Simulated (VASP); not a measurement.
OSZICAR of a VASP run on NaCl (rock salt):

### OSZICAR
```
       N       E                     dE             d eps       ncg     rms          rms(c)
DAV:   1     0.996256930072E+02    0.99626E+02   -0.74141E+03   778   0.127E+03
DAV:   2     0.471861467084E+01   -0.94907E+02   -0.89174E+02   924   0.276E+02
DAV:   3    -0.348292106660E+01   -0.82015E+01   -0.81441E+01   914   0.807E+01
DAV:   4    -0.366527066788E+01   -0.18235E+00   -0.18208E+00   872   0.133E+01
DAV:   5    -0.366948785533E+01   -0.42172E-02   -0.42169E-02  1004   0.201E+00    0.201E+00
DAV:   6    -0.348181938742E+01    0.18767E+00   -0.38396E-01   872   0.441E+00    0.144E+00
DAV:   7    -0.346857859601E+01    0.13241E-01   -0.82026E-02  1014   0.202E+00    0.994E-01
DAV:   8    -0.347143849306E+01   -0.28599E-02   -0.69151E-03   803   0.101E+00    0.257E-01
DAV:   9    -0.347135443998E+01    0.84053E-04   -0.21589E-04   959   0.143E-01    0.115E-01
DAV:  10    -0.347142087621E+01   -0.66436E-04   -0.15358E-04   800   0.114E-01    0.233E-02
DAV:  11    -0.347141748544E+01    0.33908E-05   -0.10742E-05   914   0.336E-02    0.656E-03
DAV:  12    -0.347141768679E+01   -0.20135E-06   -0.89526E-07   827   0.990E-03    0.170E-03
DAV:  13    -0.347141788032E+01   -0.19353E-06   -0.10150E-07   818   0.265E-03    0.124E-03
DAV:  14    -0.347141785828E+01    0.22033E-07   -0.47227E-09   454   0.544E-04
   1 F= -.34714179E+01 E0= -.34714179E+01  d E =0.000000E+00
```

Question: Which electronic solver shows in the log?

Answer: It is blocked Davidson (ALGO = Normal, or the opening steps of other solvers). The INCAR had ALGO = Normal.

Question: Can the final energy be trusted as converged?

Answer: Self-consistency was reached. It stopped with EDIFF = 1E-7, NELM = 100 (rev-vdW-DF2, plane waves, VASP's PBE PAW potentials (set 64)).

The compound is NaCl in the rock salt structure. It was relaxed first.
